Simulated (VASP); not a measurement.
Data:

```
CELL_PARAMETERS angstrom
      1.76193    -3.05175     0.00000
      1.76193     3.05175     0.00000
      0.00000     0.00000     4.50095
ATOMIC_POSITIONS crystal
  Pt 0.00000 0.00000 0.00000
  S  0.33333 0.66667 0.26166
  S  0.66667 0.33333 0.73834
```

Method: LDA (Ceperley-Alder, Perdew-Zunger), VASP's LDA PAW potentials (set 64) (plane waves; VASP). Settings: 520 eV cut-off, 10×10×7 Γ-centred mesh, first-order Methfessel-Paxton smearing of 0.10 eV, potentials Pt S.

Task: The ions and cell shape at fixed volume are relaxed. Which structure does the run end with?

Result: 
```
CELL_PARAMETERS angstrom
      1.77831    -3.08012     0.00000
      1.77831     3.08012     0.00000
      0.00000     0.00000     4.41841
ATOMIC_POSITIONS crystal
  Pt 0.00000 0.00000 0.00000
  S  0.33333 0.66667 0.26811
  S  0.66667 0.33333 0.73189
```
Space group P-3m1 (164), at a tolerance of 0.03 Å.

Task: How much energy does the relaxation gain?

Result: The energy (σ→0) changes by -5.9 meV/atom, in 5 ionic steps.

The compound is PtS2 in the 1T layered structure. This cell is one point of a volume scan, at 0.97 of the reference volume. Symmetry was kept, so distortions that lower it aren't found.
